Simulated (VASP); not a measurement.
These are LDA (Ceperley-Alder, Perdew-Zunger), VASP's LDA PAW potentials (set 64) (plane waves; VASP) values and carry that method's errors.

Gaps are without spin-orbit coupling.

```json
{
 "volume_per_atom": "17.65 Å³/atom",
 "band gap (over mesh and band path)": "0.66 eV",
 "smallest direct gap (over mesh and band path)": "0.66 eV"
}
```

Question: Which relaxed crystal gives these values?
A) BaO2, Cmmm (65)
B) CuCl, F-43m (216)
C) Mg3ZnO4, Pm-3m (221)
D) BeSe, F-43m (216)

Answer: B, CuCl, F-43m (216)
